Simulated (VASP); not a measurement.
Here is the system:

```
CELL_PARAMETERS angstrom
      1.91651    -3.31949     0.00000
      1.91651     3.31949     0.00000
      0.00000     0.00000     6.23664
ATOMIC_POSITIONS crystal
  Sn 0.00000 0.00000 0.00000
  Se 0.33333 0.66667 0.25259
  Se 0.66667 0.33333 0.74741
```

Computed with r2SCAN+rVV10, VASP's PBE PAW potentials (set 64) (plane waves; VASP). Settings: 520 eV cut-off, 6×6×3 Γ-centred mesh, Gaussian smearing of 0.050 eV, potentials Sn_d Se.

Task: Estimate the energy per atom (σ→0).

Result: 
| Item | Value |
|---|---|
| energy per atom (σ→0) | -17.988 eV/atom |

Total energies compare only between runs with the same potentials, cut-off and functional.

The compound is SnSe2 in the 1T layered structure. It was relaxed first. The start is the result of an earlier pass.
